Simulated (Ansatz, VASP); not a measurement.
# MnO (Manganosite) in two plane-wave programs, part 2 of 2

One calculation is typed for both programs; each brings its own data sets and cutoff. How far apart do they land? The cell is taken from a series of VASP runs on this material, whose earlier steps may have relaxed, scaled or displaced it; both programs get it as it stands.

VASP 6.6.1 and Ansatz 0.2.0.

So far: The structure; Ansatz: zone-centre phonons, PBE, DFT+U.

## 3. VASP: zone-centre phonons, PBE, DFT+U

Level of this step: PBE, DFT+U (Mn d 3.9 eV), spin-polarised from a ferromagnetic start (one magnetic atom a cell); plane waves and PAW (Mn_pv, O) (VASP).

The same cell, functional, mesh and smearing now go to VASP, with its own data sets and cutoff.

Lines of VASP's logs that name or quote its potential files are left out, and so is its time.

INCAR reads:

```
SYSTEM = MnO
PREC = Accurate
ENCUT = 520
EDIFF = 1E-08
NELM = 100
ISMEAR = 0
SIGMA = 0.03
LREAL = .FALSE.
ALGO = Normal
GGA = PE
NBANDS = 19
ISPIN = 2
MAGMOM = 4 0
LDAU = .TRUE.
LDAUTYPE = 2
LDAUL = 2 -1
LDAUU = 3.9 0
LDAUJ = 0 0
LDAUPRINT = 1
LASPH = .TRUE.
LMAXMIX = 4
LORBIT = 11
LWAVE = .FALSE.
LCHARG = .FALSE.
KPAR = 4
IBRION = 6
NFREE = 2
POTIM = 0.015
NSW = 1
ISIF = 2
```

POSCAR reads:

```
MnO
1.0
    0.0000000000      2.2585480291      2.2585480291
    2.2585480291      0.0000000000      2.2585480291
    2.2585480291      2.2585480291      0.0000000000
Mn O
1 1
Direct
    0.0000000000      0.0000000000      0.0000000000
    0.5000000000      0.5000000000      0.5000000000
```

KPOINTS reads:

```
Automatic mesh
0
Gamma
12 12 12
0 0 0
```

The projector-augmented-wave data sets are Mn_pv and O (PBE family, release 64).

Launch:

```bash
$ mpirun -np 4 vasp_std
```

Numbers of over 12 decimals in the logs are rounded to 6 here.

The log of the run:

```text
[banner, memory and clock lines left out]
running    4 mpi-ranks, on    1 nodes
 distrk:  each k-point on    1 cores,    4 groups
 distr:  one band on    1 cores,    1 groups

 POSCAR found type information on POSCAR MnO
 POSCAR found :  2 types and       2 ions
 LDA part: xc-table for (Slater+PW92), standard interpolation
 POSCAR, INCAR and KPOINTS ok, starting setup
 FFT: planning ... GRIDC
 FFT: planning ... GRID_SOFT
 FFT: planning ... GRID
 WAVECAR not read
 entering main loop
       N       E                     dE             d eps       ncg     rms          rms(c)
DAV:   1     0.172096008398E+03    0.17210E+03   -0.10535E+04  5472   0.116E+03
DAV:   2    -0.721697669454E+01   -0.17931E+03   -0.16676E+03  5645   0.333E+02
DAV:   3    -0.159325617589E+02   -0.87156E+01   -0.86393E+01  6003   0.804E+01
DAV:   4    -0.160032776571E+02   -0.70716E-01   -0.70702E-01  6057   0.750E+00
DAV:   5    -0.160039511022E+02   -0.67345E-03   -0.67343E-03  6019   0.734E-01    0.143E+01
DAV:   6    -0.151138440517E+02    0.89011E+00   -0.10593E+01  7279   0.351E+01    0.141E+01
DAV:   7    -0.154648943092E+02   -0.35105E+00   -0.10293E+00  5781   0.127E+01    0.811E+00
DAV:   8    -0.154728708671E+02   -0.79766E-02   -0.13423E-01  5990   0.311E+00    0.486E+00
DAV:   9    -0.154851541448E+02   -0.12283E-01   -0.22026E-02  5733   0.182E+00    0.447E-01
DAV:  10    -0.154847069226E+02    0.44722E-03   -0.40995E-03  6171   0.864E-01    0.120E-01
DAV:  11    -0.154848342307E+02   -0.12731E-03   -0.24918E-04  5997   0.164E-01    0.583E-02
DAV:  12    -0.154849086836E+02   -0.74453E-04   -0.33474E-05  5835   0.675E-02    0.218E-02
DAV:  13    -0.154849192138E+02   -0.10530E-04   -0.64614E-06  5891   0.261E-02    0.809E-03
DAV:  14    -0.154849214073E+02   -0.21935E-05   -0.28095E-06  5836   0.182E-02    0.449E-03
DAV:  15    -0.154849223751E+02   -0.96777E-06   -0.23036E-07  5853   0.475E-03    0.120E-03
DAV:  16    -0.154849223454E+02    0.29631E-07   -0.38191E-08  5978   0.169E-03    0.534E-04
DAV:  17    -0.154849223300E+02    0.15433E-07   -0.87970E-09  5181   0.888E-04    0.110E-04
DAV:  18    -0.154849223300E+02    0.40018E-10   -0.39598E-10  2949   0.184E-04
   1 F= -.15484922E+02 E0= -.15484922E+02  d E =-.395121E-06  mag=     5.0000
[...]
2 F= -.15484594E+02 E0= -.15484594E+02  d E =-.387204E-06  mag=     5.0000
[...]
3 F= -.15484594E+02 E0= -.15484594E+02  d E =-.387469E-06  mag=     5.0000
[...]
4 F= -.15484585E+02 E0= -.15484584E+02  d E =-.387371E-06  mag=     5.0000
 Finite differences progress:
  Degree of freedom:   2/  2
  Displacement:        1/  2
  Total:               3/  4
 bond charge predicted
       N       E                     dE             d eps       ncg     rms          rms(c)
DAV:   1    -0.154815031271E+02    0.30815E-02   -0.35287E+00 12407   0.104E+01    0.220E-01
DAV:   2    -0.154848824363E+02   -0.33793E-02   -0.39891E-02 13438   0.135E+00    0.122E-01
DAV:   3    -0.154845726842E+02    0.30975E-03   -0.51993E-04 13532   0.225E-01    0.110E-01
DAV:   4    -0.154845815027E+02   -0.88185E-05   -0.19010E-04 13531   0.114E-01    0.379E-02
DAV:   5    -0.154845849490E+02   -0.34463E-05   -0.15511E-05 13390   0.307E-02    0.161E-02
DAV:   6    -0.154845845132E+02    0.43578E-06   -0.87735E-07 13656   0.126E-02    0.860E-03
DAV:   7    -0.154845845849E+02   -0.71716E-07   -0.14367E-06 13562   0.138E-02    0.137E-03
DAV:   8    -0.154845846396E+02   -0.54662E-07   -0.25986E-07 13327   0.396E-03    0.961E-04
DAV:   9    -0.154845846312E+02    0.83842E-08   -0.22655E-09  7744   0.506E-04
   5 F= -.15484585E+02 E0= -.15484584E+02  d E =-.387180E-06  mag=     5.0000
 Finite differences progress:
  Degree of freedom:   2/  2
  Displacement:        2/  2
  Total:               4/  4
```

OUTCAR, selected parts (step 3):

```text
ion  position               nearest neighbor table
   1  0.000  0.000  0.000-   2 2.26   2 2.26   2 2.26   2 2.26   2 2.26   2 2.26
   2  0.500  0.500  0.500-   1 2.26   1 2.26   1 2.26   1 2.26   1 2.26   1 2.26

  LATTYP: Found a face centered cubic cell.
 ALAT       =     4.5170960582

 Subroutine GETGRP returns: Found 48 space group operations
 (whereof 48 operations were pure point group operations)

The static configuration has the point symmetry O_h .

 Found     72 irreducible k-points:

   k-points           NKPTS =     72   k-points in BZ     NKDIM =     72   number of bands    NBANDS=     19

   dimension x,y,z NGX =    24 NGY =   24 NGZ =   24
   dimension x,y,z NGXF=    48 NGYF=   48 NGZF=   48

   ENCUT  =  520.0 eV  38.22 Ry    6.18 a.u.   5.94  5.94  5.94*2*pi/ulx,y,z

   NELECT =      19.0000    total number of electrons

 k-points in reciprocal lattice and weights: Automatic mesh
   0.00000000  0.00000000  0.00000000       0.001
   0.08333333  0.00000000  0.00000000       0.005
   0.16666667  0.00000000  0.00000000       0.005
   0.25000000  0.00000000  0.00000000       0.005
   0.33333333  0.00000000  0.00000000       0.005
   0.41666667  0.00000000  0.00000000       0.005
   0.50000000  0.00000000  0.00000000       0.002
   0.08333333  0.08333333  0.00000000       0.003
   0.16666667  0.08333333  0.00000000       0.014
[...]
-0.33333333  0.50000000  0.16666667       0.007
  -0.25000000  0.50000000  0.25000000       0.003

atom =   1  type =  1  l = 2

 onsite density matrix

spin component  1

  0.9405 -0.0000  0.0000 -0.0000  0.0000
 -0.0000  0.9405  0.0000 -0.0000  0.0000
  0.0000  0.0000  0.9735 -0.0000  0.0000
 -0.0000 -0.0000 -0.0000  0.9405 -0.0000
  0.0000  0.0000  0.0000 -0.0000  0.9735

spin component  2

  0.0175  0.0000 -0.0000 -0.0000 -0.0000
  0.0000  0.0174  0.0000 -0.0000 -0.0000
 -0.0000  0.0000  0.0675  0.0000 -0.0000
 -0.0000 -0.0000  0.0000  0.0175  0.0000
[...]
band No.  band energies     occupation
    ...
      8       2.4867      1.00000
      9       2.4924      1.00000
     10       3.7338      1.00000
     11       3.7338      1.00000
     12       3.7378      1.00000
     13       6.3468      0.00491
     14      20.8298      0.00000
     15      22.3245      0.00000
     16      22.3245      0.00000
     17      22.3260      0.00000
    ...

 k-point     2 :       0.0833    0.0000    0.0000
  band No.  band energies     occupation
    ...
      8       2.3117      1.00000
      9       2.3138      1.00000
     10       3.4237      1.00000
     11       4.0729      1.00000
     12       4.0756      1.00000
     13       6.8935      0.00000
     14      19.7288      0.00000
     15      22.1563      0.00000
     16      22.1571      0.00000
     17      22.8939      0.00000
    ...

 k-point     3 :       0.1667    0.0000    0.0000
  band No.  band energies     occupation
    ...
      8       2.3944      1.00000
      9       2.3948      1.00000
     10       3.1851      1.00000
     11       4.6826      1.00000
     12       4.6843      1.00000
     13       7.9581      0.00000
     14      18.0360      0.00000
     15      21.4744      0.00000
     16      21.4749      0.00000
     17      23.3274      0.00000
    ...

 k-point     4 :       0.2500    0.0000    0.0000
  band No.  band energies     occupation
    ...
      8       2.5601      1.00000
      9       2.5603      1.00000
     10       3.2571      1.00000
     11       5.2830      1.00000
     12       5.2842      1.00000
     13       9.0320      0.00000
     14      16.4603      0.00000
     15      20.4220      0.00000
     16      20.4228      0.00000
     17      23.6034      0.00000
    ...

 k-point     5 :       0.3333    0.0000    0.0000
  band No.  band energies     occupation
    ...
      8       2.7343      1.00000
      9       2.7345      1.00000
     10       3.4542      1.00000
     11       5.7788      1.00000
     12       5.7795      1.00000
     13       9.8657      0.00000
     14      15.2591      0.00000
     15      19.4411      0.00000
     16      19.4420      0.00000
     17      23.9084      0.00000
    ...

 k-point     6 :       0.4167    0.0000    0.0000
  band No.  band energies     occupation
    ...
      8       2.8659      1.00000
      9       2.8661      1.00000
     10       3.6501      1.00000
     11       6.1076      1.00000
     12       6.1079      1.00000
     13      10.3032      0.00000
     14      14.5959      0.00000
     15      18.7735      0.00000
     16      18.7745      0.00000
     17      24.2538      0.00000
    ...

 spin component 2
 k-point     1 :       0.0000    0.0000    0.0000
  band No.  band energies     occupation
    ...
      3     -38.4966      1.00000
      4     -12.2899      1.00000
      5       4.0096      1.00000
      6       4.0104      1.00000
      7       4.0104      1.00000
      8       7.6955      0.00000
      9       9.5769      0.00000
     10       9.5776      0.00000
     11       9.5776      0.00000
     12      10.1277      0.00000
    ...

  Total        0.0071648      0.0006315      0.0006315     -0.0000000      0.0000000      0.0000000
  in kB        0.4981897      0.0439108      0.0439108     -0.0000000      0.0000000      0.0000000
  external PRESSURE =       0.1953371 kB  Pullay stress =       0.0000000 kB

  energy-cutoff  :      520.00
  volume of cell :       23.04
      direct lattice vectors                 reciprocal lattice vectors
     0.000000000  2.258548029  2.258548029    -0.221381168  0.221381168  0.221381168
     2.258548029  0.000000000  2.258548029     0.221381168 -0.221381168  0.221381168
     2.258548029  2.258548029  0.000000000     0.221381168  0.221381168 -0.221381168

 POSITION                                       TOTAL-FORCE (eV/Angst)
 -----------------------------------------------------------------------------------
      0.00000      0.00000      0.00000        -0.044779      0.000000      0.000000
      2.24355      2.25855      2.25855         0.044779      0.000000      0.000000
 -----------------------------------------------------------------------------------
    total drift:                                0.000305     -0.000001     -0.000001

  FREE ENERGIE OF THE ION-ELECTRON SYSTEM (eV)
  ---------------------------------------------------
  free  energy   TOTEN  =       -15.4845846312 eV

  energy  without entropy=      -15.4845842440  energy(sigma->0) =      -15.48458444

 Eigenvectors and eigenvalues of the dynamical matrix
 ----------------------------------------------------

   1 f  =    7.665923 THz    48.166417 2PiTHz  255.707681 cm-1    31.703698 meV
             X         Y         Z           dx          dy          dz
      0.000000  0.000000  0.000000    -0.473127    0.000000    0.000000
      2.258548  2.258548  2.258548     0.880994    0.000000    0.000000

   2 f  =    7.665923 THz    48.166417 2PiTHz  255.707681 cm-1    31.703698 meV
             X         Y         Z           dx          dy          dz
      0.000000  0.000000  0.000000     0.000000    0.000000   -0.473127
      2.258548  2.258548  2.258548     0.000000    0.000000    0.880994

   3 f  =    7.665923 THz    48.166417 2PiTHz  255.707681 cm-1    31.703698 meV
             X         Y         Z           dx          dy          dz
      0.000000  0.000000  0.000000    -0.000000    0.473127    0.000000
      2.258548  2.258548  2.258548     0.000000   -0.880994    0.000000

   4 f/i=    0.015610 THz     0.098079 2PiTHz    0.520685 cm-1     0.064557 meV
             X         Y         Z           dx          dy          dz
      0.000000  0.000000  0.000000    -0.000000   -0.880994    0.000000
      2.258548  2.258548  2.258548     0.000000   -0.473127    0.000000

   5 f/i=    0.015610 THz     0.098079 2PiTHz    0.520685 cm-1     0.064557 meV
             X         Y         Z           dx          dy          dz
      0.000000  0.000000  0.000000     0.880994    0.000000    0.000000
      2.258548  2.258548  2.258548     0.473127    0.000000    0.000000

   6 f/i=    0.015610 THz     0.098079 2PiTHz    0.520685 cm-1     0.064557 meV
             X         Y         Z           dx          dy          dz
      0.000000  0.000000  0.000000     0.000000    0.000000    0.880994
      2.258548  2.258548  2.258548     0.000000    0.000000    0.473127

 ELASTIC MODULI CONTR FROM IONIC RELAXATION (kBar)
 Direction    XX          YY          ZZ          XY          YZ          ZX
 --------------------------------------------------------------------------------
 XX           0.0000      0.0000      0.0000      0.0000      0.0000      0.0000
 YY           0.0000      0.0000      0.0000      0.0000      0.0000      0.0000
 ZZ           0.0000      0.0000      0.0000      0.0000      0.0000      0.0000
 XY           0.0000      0.0000      0.0000      0.0000      0.0000      0.0000
 YZ           0.0000      0.0000      0.0000      0.0000      0.0000      0.0000
 ZX           0.0000      0.0000      0.0000      0.0000      0.0000      0.0000
 --------------------------------------------------------------------------------

 total charge
# of ion       s       p       d       tot
------------------------------------------
    1        0.200   6.168   4.937  11.305
    2        1.555   3.432   0.000   4.987
--------------------------------------------------
tot          1.755   9.600   4.937  16.291

 magnetization (x)
# of ion       s       p       d       tot
------------------------------------------
    1        0.033   0.025   4.571   4.630
    2        0.022   0.122   0.000   0.144
--------------------------------------------------
tot          0.055   0.147   4.571   4.773

[... 5 further parts left out ...]
```

CONTCAR:

```
MnO
   1.00000000000000
     0.0000000000000000    2.2585480291000000    2.2585480291000000
     2.2585480291000000    0.0000000000000000    2.2585480291000000
     2.2585480291000000    2.2585480291000000    0.0000000000000000
  Mn              O
     1     1
Direct
     0.0000000000000000    0.0000000000000000    0.0000000000000000
     0.5033207175155752    0.4966792824844249    0.4966792824844248
```

The cell holds one magnetic atom, so no antiferromagnetic order fits into it.

## 4. Differences

Known differences besides the potentials themselves: U acts on the PAW sphere in VASP and on atomic orbitals in Ansatz, so only states and trends compare; the data sets hold 21 valence electrons in Ansatz (default PAW (the set named soft_2) files) and 19 in VASP; the cutoff is 420 eV in Ansatz and 520 eV in VASP; VASP uses finite displacements, Ansatz perturbation theory. Total energies have different zeros and are not compared.

Both answers:

```
                  quantity  Ansatz   VASP  difference
optical mode 1 to 3 (cm⁻¹)   237.8  255.7     -7.00 %
```

Modes are paired by rising frequency and degeneracy, not by their patterns, so a pair may still set unlike modes beside each other.

## 5. Results

| Property | Result |
| --- | --- |
| r.m.s. difference of the optical zone-centre modes, each program's sorted by frequency (zone-centre phonons, PBE, DFT+U) | 18 cm⁻¹ |
| difference in optical mode 1 to 3 (zone-centre phonons, PBE, DFT+U) | -7.0 % |

The r.m.s. difference of the optical zone-centre modes, each program's sorted by frequency is 18 cm⁻¹ (zone-centre phonons, PBE, DFT+U). Among the rows given in per cent, the largest difference of the zone-centre phonons, PBE, DFT+U pair is in optical mode 1 to 3, -7.0 %. How closely two codes agree says nothing of how well the functional describes the real material.

[Lines on the potential files, build, host, timing and source positions are cut from VASP's logs without a mark.]

[Logs are printed without paths, hosts, clocks, repeated set-up lines and the standing remarks that a program may print on its own settings, such as how far it seeks lower states.]

[Hosts, paths, dates, database ids (printed as entryN), source tags and the programs' standing remarks are cut or masked in the printed files.]
